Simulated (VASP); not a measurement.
# Quasiparticle energies of CdTe in VASP

How does the gap of CdTe change from the starting functional to GW? The cell is of the zinc-blende type, one of the forms listed for this formula, which need not be the common one. The start is a cell from a database of measured crystal structures.

Calculated with VASP 6.6.1; PBE; plane waves and PAW (Cd_GW, Te_GW), in the first sound run; inputs show where later runs differ.

### Step 1. The starting structure

Symmetry: F-43m, No. 216, cubic system. The conventional cell has a = 6.480 Å, b = 6.480 Å, c = 6.480 Å, α = 90.00°, β = 90.00°, γ = 90.00°. Nearest to Cd lie 4 Te at 2.81 Å. Nearest to Te lie 4 Cd at 2.81 Å. Farther neighbours and most contacts between anions are not listed.

Structure file:

```cif
data_structure
_symmetry_space_group_name_H-M 'P 1'
_symmetry_Int_Tables_number 1
_cell_length_a 4.5821
_cell_length_b 4.5821
_cell_length_c 4.5821
_cell_angle_alpha 60.000
_cell_angle_beta 60.000
_cell_angle_gamma 60.000
_cell_volume 68.02
loop_
_atom_site_label
_atom_site_type_symbol
_atom_site_fract_x
_atom_site_fract_y
_atom_site_fract_z
_atom_site_occupancy
Cd1 Cd 0.00000 0.00000 0.00000 1
Te2 Te 0.25000 0.25000 0.25000 1
```

### Step 2. Ground state

The orbitals come from a self-consistent PBE run with a tight EDIFF and a narrow smearing. KPOINTS_OPT adds the bands along a path, which shows whether the mesh holds the band edges.

Contents of INCAR:

```
SYSTEM = CdTe
PREC = Accurate
ENCUT = 330
EDIFF = 1E-08
NELM = 100
ISMEAR = 0
SIGMA = 0.01
LREAL = .FALSE.
ALGO = Normal
GGA = PE
NBANDS = 15
LORBIT = 11
LWAVE = .TRUE.
LCHARG = .FALSE.
KPAR = 8
```

Contents of POSCAR:

```
CdTe
1.0
    0.0000000000      3.2400000000      3.2400000000
    3.2400000000      0.0000000000      3.2400000000
    3.2400000000      3.2400000000      0.0000000000
Cd Te
1 1
Direct
    0.0000000000      0.0000000000      0.0000000000
    0.2500000000      0.2500000000      0.2500000000
```

Contents of KPOINTS:

```
Automatic mesh
0
Gamma
4 4 4
0 0 0
```

Contents of KPOINTS_OPT:

```
Line mode
12
Line-mode
Reciprocal
  0.00000000   0.00000000   0.00000000 GAMMA
  0.50000000   0.00000000   0.50000000 X

  0.50000000   0.00000000   0.50000000 X
  0.50000000   0.25000000   0.75000000 W

  0.50000000   0.25000000   0.75000000 W
  0.37500000   0.37500000   0.75000000 K

  0.37500000   0.37500000   0.75000000 K
  0.00000000   0.00000000   0.00000000 GAMMA

  0.00000000   0.00000000   0.00000000 GAMMA
  0.50000000   0.50000000   0.50000000 L

  0.50000000   0.50000000   0.50000000 L
  0.62500000   0.25000000   0.62500000 U

  0.62500000   0.25000000   0.62500000 U
  0.50000000   0.25000000   0.75000000 W

  0.50000000   0.25000000   0.75000000 W
  0.50000000   0.50000000   0.50000000 L

  0.50000000   0.50000000   0.50000000 L
  0.37500000   0.37500000   0.75000000 K

  0.62500000   0.25000000   0.62500000 U
  0.50000000   0.00000000   0.50000000 X
```

Potentials, in the order of the species: Cd_GW and Te_GW (PBE family, release 64).

Run with:

```sh
$ mpirun -np 8 vasp_std
```

What it wrote:

```text
[banner, memory and clock lines left out]
running    8 mpi-ranks, on    1 nodes
 distrk:  each k-point on    1 cores,    8 groups
 distr:  one band on    1 cores,    1 groups

 POSCAR found type information on POSCAR CdTe
 POSCAR found :  2 types and       2 ions
|                                                                             |
|           W    W    AA    RRRRR   N    N  II  N    N   GGGG   !!!           |
|           W    W   A  A   R    R  NN   N  II  NN   N  G    G  !!!           |
|           W    W  A    A  R    R  N N  N  II  N N  N  G       !!!           |
|           W WW W  AAAAAA  RRRRR   N  N N  II  N  N N  G  GGG   !            |
|           WW  WW  A    A  R   R   N   NN  II  N   NN  G    G                |
|           W    W  A    A  R    R  N    N  II  N    N   GGGG   !!!           |
|                                                                             |
|     For optimal performance we recommend to set                             |
|       NCORE = 2 up to number-of-cores-per-socket                            |
|     NCORE specifies how many cores store one orbital (NPAR=cpu/NCORE).      |
|     This setting can greatly improve the performance of VASP for DFT.       |
|     The default, NCORE=1 might be grossly inefficient on modern             |
|     multi-core architectures or massively parallel machines. Do your        |
|     Unfortunately you need to use the default for GW and RPA                |
|     calculations (for HF NCORE is supported but not extensively tested      |
|     yet).                                                                   |
|                                                                             |

 LDA part: xc-table for (Slater+PW92), standard interpolation
 POSCAR, INCAR and KPOINTS ok, starting setup
 FFT: planning ... GRIDC
 FFT: planning ... GRID_SOFT
 FFT: planning ... GRID
 WAVECAR not read
 entering main loop
       N       E                     dE             d eps       ncg     rms          rms(c)
DAV:   1     0.628063912877E+02    0.62806E+02   -0.70516E+03   304   0.761E+02
DAV:   2    -0.240969306216E+01   -0.65216E+02   -0.62677E+02   338   0.213E+02
DAV:   3    -0.486694039663E+01   -0.24572E+01   -0.24500E+01   354   0.429E+01
DAV:   4    -0.499019026804E+01   -0.12325E+00   -0.12323E+00   345   0.104E+01
DAV:   5    -0.499270494400E+01   -0.25147E-02   -0.25147E-02   377   0.136E+00    0.482E+00
DAV:   6    -0.476012440807E+01    0.23258E+00   -0.37802E-01   305   0.748E+00    0.386E+00
DAV:   7    -0.473730472353E+01    0.22820E-01   -0.13460E-01   261   0.241E+00    0.144E+00
DAV:   8    -0.473771731058E+01   -0.41259E-03   -0.15767E-02   393   0.140E+00    0.203E-01
DAV:   9    -0.473793547189E+01   -0.21816E-03   -0.15283E-03   284   0.470E-01    0.424E-02
DAV:  10    -0.473799865520E+01   -0.63183E-04   -0.33406E-04   357   0.222E-01    0.225E-02
DAV:  11    -0.473800978561E+01   -0.11130E-04   -0.58898E-05   304   0.720E-02    0.833E-03
DAV:  12    -0.473801063759E+01   -0.85198E-06   -0.63886E-06   401   0.183E-02    0.331E-03
DAV:  13    -0.473801104744E+01   -0.40985E-06   -0.13934E-06   318   0.897E-03    0.414E-04
DAV:  14    -0.473801105154E+01   -0.41050E-08   -0.85867E-08   353   0.221E-03
   1 F= -.47380111E+01 E0= -.47380111E+01  d E =-.688874E-26
 Start KPOINTS_OPT (optional k-point list driver)
k-point batch [1-8\120]
       N       E                     dE             ncg
DAV:   1     0.165558054319E+03   -0.10660E+04      288
DAV:   2    -0.371829584135E+03   -0.53739E+03      324
DAV:   3    -0.393282193373E+03   -0.21453E+02      328
DAV:   4    -0.394058521990E+03   -0.77633E+00      364
DAV:   5    -0.394072263535E+03   -0.13742E-01      358
DAV:   6    -0.394072690579E+03   -0.42704E-03      372
DAV:   7    -0.394072698907E+03   -0.83279E-05      351
DAV:   8    -0.394072699213E+03   -0.30648E-06      380
DAV:   9    -0.394072699222E+03   -0.84770E-08      278
[...]
k-point batch [113-120\120]
       N       E                     dE             ncg
DAV:   1     0.471864891238E+02   -0.37870E+04      304
DAV:   2    -0.441385586451E+03   -0.48857E+03      345
DAV:   3    -0.458457153231E+03   -0.17072E+02      345
DAV:   4    -0.459382014801E+03   -0.92486E+00      395
DAV:   5    -0.459396191210E+03   -0.14176E-01      325
DAV:   6    -0.459397210384E+03   -0.10192E-02      412
DAV:   7    -0.459397224196E+03   -0.13812E-04      311
DAV:   8    -0.459397224874E+03   -0.67853E-06      388
DAV:   9    -0.459397224891E+03   -0.16590E-07      263
DAV:  10    -0.459397224891E+03   -0.26324E-09      260
 writing wavefunctions
```

Elapsed: 19 s, on 8 MPI ranks of AMD EPYC 7R43, shared host; peak memory 1.1 GiB; 2.3 min of CPU time.

The logs omit lines about the potential files and the build; timing stands in the text.

OUTCAR, selected parts (step 2):

```text
ion  position               nearest neighbor table
   1  0.000  0.000  0.000-   2 2.81   2 2.81   2 2.81   2 2.81
   2  0.250  0.250  0.250-   1 2.81   1 2.81   1 2.81   1 2.81

  LATTYP: Found a face centered cubic cell.
 ALAT       =     6.4800000000

 Subroutine GETGRP returns: Found 24 space group operations
 (whereof 24 operations were pure point group operations)

The static configuration has the point symmetry T_d .

 Found      8 irreducible k-points:

   k-points           NKPTS =      8   k-points in BZ     NKDIM =      8   number of bands    NBANDS=     15

   dimension x,y,z NGX =    28 NGY =   28 NGZ =   28
   dimension x,y,z NGXF=    56 NGYF=   56 NGZF=   56

   ENCUT  =  330.0 eV  24.25 Ry    4.92 a.u.   6.79  6.79  6.79*2*pi/ulx,y,z

   NELECT =      18.0000    total number of electrons

 k-points in reciprocal lattice and weights: Automatic mesh
   0.00000000  0.00000000  0.00000000       0.016
   0.25000000  0.00000000  0.00000000       0.125
   0.50000000  0.00000000  0.00000000       0.062
   0.25000000  0.25000000  0.00000000       0.094
   0.50000000  0.25000000  0.00000000       0.375
  -0.25000000  0.25000000  0.00000000       0.188
   0.50000000  0.50000000  0.00000000       0.047
  -0.25000000  0.50000000  0.25000000       0.094

 average (electrostatic) potential at core
       1 -68.7468       2 -90.3252

 E-fermi :   3.4190

 k-point     1 :       0.0000    0.0000    0.0000
  band No.  band energies     occupation
    ...
      5      -4.7054      2.00000
      6      -4.7054      2.00000
      7       3.3468      2.00000
      8       3.3468      2.00000
      9       3.3468      2.00000
     10       4.0994      0.00000
     11       7.9383      0.00000
     12       7.9383      0.00000
     13       7.9383      0.00000
     14      10.7932      0.00000
    ...

 k-point     2 :       0.2500    0.0000    0.0000
  band No.  band energies     occupation
    ...
      5      -4.7053      2.00000
      6      -4.7053      2.00000
      7       0.6121      2.00000
      8       2.9164      2.00000
      9       2.9164      2.00000
     10       5.3190      0.00000
     11       8.4908      0.00000
     12       8.4908      0.00000
     13       8.7020      0.00000
     14      11.6213      0.00000
    ...

 k-point     3 :       0.5000    0.0000    0.0000
  band No.  band energies     occupation
    ...
      5      -4.6956      2.00000
      6      -4.3476      2.00000
      7      -1.0908      2.00000
      8       2.5688      2.00000
      9       2.5688      2.00000
     10       5.1472      0.00000
     11       8.5321      0.00000
     12       8.5321      0.00000
     13      10.4034      0.00000
     14      11.9777      0.00000
    ...

  Total        1.0550700      1.0550700      1.0550700      0.0000000      0.0000000      0.0000000
  in kB       24.8500247     24.8500247     24.8500247      0.0000000      0.0000000      0.0000000
  external PRESSURE =      24.8500247 kB  Pullay stress =       0.0000000 kB

  energy-cutoff  :      330.00
  volume of cell :       68.02
      direct lattice vectors                 reciprocal lattice vectors
     0.000000000  3.240000000  3.240000000    -0.154320988  0.154320988  0.154320988
     3.240000000  0.000000000  3.240000000     0.154320988 -0.154320988  0.154320988
     3.240000000  3.240000000  0.000000000     0.154320988  0.154320988 -0.154320988

 POSITION                                       TOTAL-FORCE (eV/Angst)
 -----------------------------------------------------------------------------------
      0.00000      0.00000      0.00000        -0.000000     -0.000000     -0.000000
      1.62000      1.62000      1.62000         0.000000      0.000000      0.000000
 -----------------------------------------------------------------------------------
    total drift:                                0.000001      0.000001      0.000001

  FREE ENERGIE OF THE ION-ELECTRON SYSTEM (eV)
  ---------------------------------------------------
  free  energy   TOTEN  =        -4.7380110515 eV

  energy  without entropy=       -4.7380110515  energy(sigma->0) =       -4.73801105

 total charge
# of ion       s       p       d       f       tot
--------------------------------------------------
    1        0.540   0.412   9.671   0.013  10.636
    2        1.559   2.660   0.045   0.000   4.265
--------------------------------------------------
tot          2.099   3.073   9.716   0.013  14.901

[... 3 further parts left out ...]
```

This step gave:

| Quantity | Value |
| --- | --- |
| free energy (TOTEN) | -4.738 eV |
| Fermi energy | 3.419 eV |
| pressure | 2.485 GPa |
| least gap on mesh and path | 0.7525 eV |
| least direct gap on mesh and path | 0.7525 eV |

The highest empty bands on the path are converged less tightly, to about 0.1 eV. The electronic bands at the labelled points (eV, zero at the valence-band top; v1 is the highest filled band, c1 the lowest empty one):

| point | v4 | v3 | v2 | v1 | c1 | c2 | c3 | c4 |
| --- | --- | --- | --- | --- | --- | --- | --- | --- |
| Γ | -8.05 | 0.00 | 0.00 | 0.00 | 0.75 | 4.59 | 4.59 | 4.59 |
| 0.45 of the way | -8.04 | -2.43 | -0.96 | -0.96 | 2.90 | 3.38 | 6.20 | 6.20 |
| X | -7.55 | -4.32 | -1.87 | -1.87 | 2.59 | 2.66 | 8.82 | 9.13 |
| 0.45 of the way | -7.52 | -4.28 | -2.07 | -2.02 | 3.18 | 3.20 | 7.66 | 7.70 |
| W | -7.47 | -4.20 | -2.33 | -2.20 | 4.24 | 4.67 | 5.55 | 6.30 |
| 0.45 of the way | -7.49 | -4.21 | -2.47 | -1.89 | 3.57 | 4.54 | 6.24 | 6.77 |
| K | -7.51 | -4.22 | -2.56 | -1.55 | 2.88 | 4.51 | 7.34 | 7.46 |
| 0.45 of the way | -7.94 | -3.25 | -1.69 | -0.54 | 2.92 | 5.05 | 5.37 | 5.43 |
| Γ | -8.05 | 0.00 | 0.00 | 0.00 | 0.75 | 4.59 | 4.59 | 4.59 |
| 0.55 of the way | -8.05 | -2.99 | -0.48 | -0.48 | 1.96 | 5.18 | 5.18 | 5.59 |
| L | -7.69 | -4.44 | -0.78 | -0.78 | 1.80 | 5.19 | 5.19 | 7.06 |
| 0.45 of the way | -7.63 | -4.31 | -1.79 | -1.05 | 2.79 | 4.76 | 5.86 | 6.99 |
| U | -7.51 | -4.22 | -2.56 | -1.55 | 2.88 | 4.51 | 7.34 | 7.46 |
| 0.45 of the way | -7.49 | -4.21 | -2.50 | -1.80 | 3.38 | 4.53 | 6.45 | 6.91 |
| W | -7.47 | -4.20 | -2.33 | -2.20 | 4.24 | 4.67 | 5.55 | 6.30 |
| 0.45 of the way | -7.58 | -4.23 | -2.18 | -1.36 | 3.36 | 4.58 | 5.95 | 7.34 |
| L | -7.69 | -4.44 | -0.78 | -0.78 | 1.80 | 5.19 | 5.19 | 7.06 |
| 0.45 of the way | -7.63 | -4.31 | -1.79 | -1.05 | 2.79 | 4.76 | 5.86 | 6.99 |
| K | -7.51 | -4.22 | -2.56 | -1.55 | 2.88 | 4.51 | 7.34 | 7.46 |
| jump to U | -7.51 | -4.22 | -2.56 | -1.55 | 2.88 | 4.51 | 7.34 | 7.46 |
| 0.55 of the way | -7.53 | -4.30 | -2.12 | -1.80 | 2.68 | 3.14 | 8.17 | 8.56 |
| X | -7.55 | -4.32 | -1.87 | -1.87 | 2.59 | 2.66 | 8.82 | 9.13 |

Of the projections kept (Cd, Te), the largest for each band there, as a share of the weight inside these atoms' spheres; weight between the spheres isn't counted:

| point | v4 | v3 | v2 | v1 | c1 | c2 | c3 | c4 |
| --- | --- | --- | --- | --- | --- | --- | --- | --- |
| Γ | Cd 1.00 | Te 0.84 | Te 0.84 | Te 0.84 | Cd 0.56 | Cd 0.68 | Cd 0.68 | Cd 0.68 |
| X | Cd 0.86 | Cd 0.53 | Te 0.80 | Te 0.80 | Cd 0.58 | Cd 0.57 | Te 0.81 | Te 0.54 |
| W | Cd 0.86 | Cd 0.53 | Te 0.77 | Te 0.78 | Te 0.58 | Te 0.74 | Cd 0.63 | Cd 0.51 |
| K | Cd 0.86 | Cd 0.52 | Te 0.77 | Te 0.80 | Cd 0.57 | Te 0.63 | Te 0.57 | Te 0.56 |
| Γ | Cd 1.00 | Te 0.84 | Te 0.84 | Te 0.84 | Cd 0.56 | Cd 0.68 | Cd 0.68 | Cd 0.68 |
| L | Cd 0.91 | Te 0.57 | Te 0.81 | Te 0.81 | Cd 0.61 | Cd 0.57 | Cd 0.57 | Te 0.72 |

The electronic bands as a text plot (rows in eV, shown from -8.0 to 4.6 only):

```
    4.3 |++          +++++     +++++           ++++
    3.8 |  ++       +  +                         + ++         +
    3.3 |    +++          +++                   +    +         +
    2.8 |   ++++++++    ++   ++             ++++      +   +++++++
    2.2 |  +                   +           +           + +
    1.7 | +                     +   +++++++             +
    1.2 |+                       + +
    0.7 |                         +
    0.1 |*                     *****
   -0.4 |***                 *****  ****
   -0.9 | * *             ***   *  *    *****         ******
   -1.4 |  * ***        **   ***    *      * ***    ***   * ***
   -2.0 |   *   ********    *        *      *   **** *     *   **
   -2.5 |            *******                 ********       ***
   -3.0 |    *               **       *
   -3.5 |     **            *          *
   -4.1 |       ************            *   ***********    ******
   -4.6 |                                ***           ****
   -5.1 |
   -5.6 |
   -6.2 |
   -6.7 |
   -7.2 |            **                           *
   -7.7 |    ********  *******         *********** **************
         Γ       X    W  K        Γ      L     U  W     L   K|U X
```

The cell has a gap of 0.752 eV on mesh and path and a pressure of +2.5 GPa, which holds the misfit of the given cell and coordinates with this functional, and any error of cutoff, mesh and data sets. Spin-orbit coupling is left out, which can shift or reorder these edges.

### Step 3. Empty bands

ALGO = Exact makes the empty bands from the converged ground state in one step. LOPTICS writes the k-derivatives of the orbitals (WAVEDER), which give the long-wavelength limit of the screening.

Contents of INCAR:

```
SYSTEM = CdTe
PREC = Accurate
ENCUT = 330
ISMEAR = 0
SIGMA = 0.01
LREAL = .FALSE.
GGA = PE
NBANDS = 160
ALGO = Exact
NELM = 1
LWAVE = .TRUE.
LCHARG = .FALSE.
LOPTICS = .TRUE.
NEDOS = 1000
CSHIFT = 0.1
```

POSCAR is that of step 2.

KPOINTS is that of step 2.

Run with:

```sh
$ mpirun -np 8 vasp_std
```

What it wrote:

```text
[banner, memory and clock lines left out]
running    8 mpi-ranks, on    1 nodes
 distrk:  each k-point on    8 cores,    1 groups
 distr:  one band on    1 cores,    8 groups

 POSCAR found type information on POSCAR CdTe
 POSCAR found :  2 types and       2 ions
 [... a notice as in an earlier step ...]

 LDA part: xc-table for (Slater+PW92), standard interpolation
 found WAVECAR, reading the header
  number of bands has changed, file:    15 present:   160
  trying to continue reading WAVECAR, but it might fail
 POSCAR, INCAR and KPOINTS ok, starting setup
 FFT: planning ... GRIDC
 FFT: planning ... GRID_SOFT
 FFT: planning ... GRID
 reading WAVECAR
 random initialization beyond band           15
 the WAVECAR file was read successfully
 initial charge from wavefunction
 entering main loop
       N       E                     dE             d eps       ncg     rms          rms(c)
DIA:   1    -0.473801111394E+01   -0.47380E+01    0.00000E+00     0   0.000E+00
   1 F= -.47380111E+01 E0= -.47380111E+01  d E =-.388564E-15
 writing wavefunctions
 optical routines
 imaginary and real dielectric function
 recalculating local potential from charge density
 direction            1
 direction            2
 direction            3
```

Elapsed: 9.2 s, on 8 MPI ranks; peak memory 0.91 GiB.

Parts of OUTCAR (step 3):

```text
The static configuration has the point symmetry T_d .

 Found      8 irreducible k-points:

   k-points           NKPTS =      8   k-points in BZ     NKDIM =      8   number of bands    NBANDS=    160

   NELECT =      18.0000    total number of electrons

 E-fermi :   3.3991

 k-point     1 :       0.0000    0.0000    0.0000
  band No.  band energies     occupation
    ...
      5      -4.7057      2.00000
      6      -4.7057      2.00000
      7       3.3469      2.00000
      8       3.3469      2.00000
      9       3.3469      2.00000
     10       4.0994      0.00000
     11       7.9383      0.00000
     12       7.9383      0.00000
     13       7.9383      0.00000
     14      10.7932      0.00000
    ...

 k-point     2 :       0.2500    0.0000    0.0000
  band No.  band energies     occupation
    ...
      5      -4.7056      2.00000
      6      -4.7056      2.00000
      7       0.6121      2.00000
      8       2.9165      2.00000
      9       2.9165      2.00000
     10       5.3190      0.00000
     11       8.4907      0.00000
     12       8.4907      0.00000
     13       8.7020      0.00000
     14      11.6212      0.00000
    ...

  Total        1.0565211      1.0565211      1.0565211      0.0000000      0.0000000     -0.0000000
  in kB       24.8842038     24.8842038     24.8842038      0.0000000      0.0000000     -0.0000000
  external PRESSURE =      24.8842038 kB  Pullay stress =       0.0000000 kB

 POSITION                                       TOTAL-FORCE (eV/Angst)
 -----------------------------------------------------------------------------------
      0.00000      0.00000      0.00000         0.000000     -0.000000     -0.000000
      1.62000      1.62000      1.62000        -0.000000      0.000000      0.000000
 -----------------------------------------------------------------------------------
    total drift:                                0.000001      0.000001      0.000001

  FREE ENERGIE OF THE ION-ELECTRON SYSTEM (eV)
  ---------------------------------------------------
  free  energy   TOTEN  =        -4.7380111139 eV

  energy  without entropy=       -4.7380111139  energy(sigma->0) =       -4.73801111

 plasma frequency squared (from intraband transitions) (eV^2)
  --------------------------------------------------------------------------------------
       0.000       0.000      -0.000
       0.000       0.000       0.000
      -0.000       0.000       0.000

[... 7 parts as in an earlier step ...]

[... 5 further parts left out ...]
```

The gap is read on the k-mesh alone, so it is an upper bound where the band edges lie off the mesh, and a coarse mesh can show a gap where there is none.

A gap read on the k-mesh alone can miss the band edges.

Numbers from this step:

* gap on the k-mesh: 0.7525 eV
* least direct gap on the k-mesh: 0.7525 eV

WAVECAR now holds 160 bands for 18 electrons. Its independent-particle dielectric tensor has xx, yy, zz = 28.0, 28.0, 28.0 on this mesh. It isn't tested for convergence in mesh or bands and lacks local fields, and at a small direct gap a coarse mesh makes it too large, which overscreens the GW step.

(Part 1 of 4 ends here.)

[Lines on the potential files, build, host, timing and source positions are cut from VASP's logs without a mark.]

[Logs are printed without paths, hosts, clocks, repeated set-up lines and the standing remarks that a program may print on its own settings, such as how far it seeks lower states.]

[Hosts, paths, dates, database ids (printed as entryN), source tags and the programs' standing remarks are cut or masked in the printed files.]

[Pressures printed for these runs are not shown converged in the cutoff: they can be off by several GPa and have the wrong sign.]

[In band tables of VASP the shares of atoms and orbitals are scaled to a sum of 1 inside the atoms' spheres.]
